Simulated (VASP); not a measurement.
Given:

```
CoTi
1.0
    2.91608     0.00000     0.00000
    0.00000     2.91608     0.00000
    0.00000     0.00000     2.91608
Ti Co
1 1
Cartesian
  0.00000   0.00000   0.00000
  1.45804   1.45804   1.45804
```

Calculation: r2SCAN+rVV10, VASP's PBE PAW potentials (set 64) (plane waves; VASP). Run with 520 eV cut-off, 12×12×12 Γ-centred mesh, first-order Methfessel-Paxton smearing of 0.10 eV, potentials Ti_sv Co.

Q: Give the stress tensor in GPa (positive for a compressed cell).

A: 
```
6.15  0.00  0.00
0.00  6.15  0.00
0.00  0.00  6.15
```
The pressure is its mean diagonal, 6.15 GPa.

The compound is TiCo in the CsCl type structure. This cell is one point of a volume scan, at 0.97 of the reference volume. The run is not spin-polarised, so no magnetic state was tried. The electron count is odd and the run is not spin-polarised, which forces a metal.
